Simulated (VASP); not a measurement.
Input:

```
PbTe
1.0
    0.00000     3.29710     3.29710
    3.29710     0.00000     3.29710
    3.29710     3.29710     0.00000
Te Pb
1 1
Direct
  0.50000   0.50000   0.50000
  0.00000   0.00000   0.00000
```

All values below come from PBE GGA with D3 dispersion (Becke-Johnson damping), VASP's PBE PAW potentials (set 64) (plane waves; VASP). Numerical set-up: 520 eV cut-off, 7×7×7 Γ-centred mesh, Gaussian smearing of 0.050 eV, potentials Te Pb_d.

Task: The job: PbTe (rock salt), 2 atoms, PBE-D3(BJ), static run, 520 eV, 7×7×7 Γ-centred mesh. Roughly how much core time does it take on a busy server core?

Result: About 10 core-seconds (one run on a shared machine, a rough figure). It had 20 irreducible k-points, 14 bands, up to 1948 plane waves and 14 electronic steps.

The compound is PbTe in the rock salt structure. This cell is one point of a volume scan, at 1.06 of the reference volume.
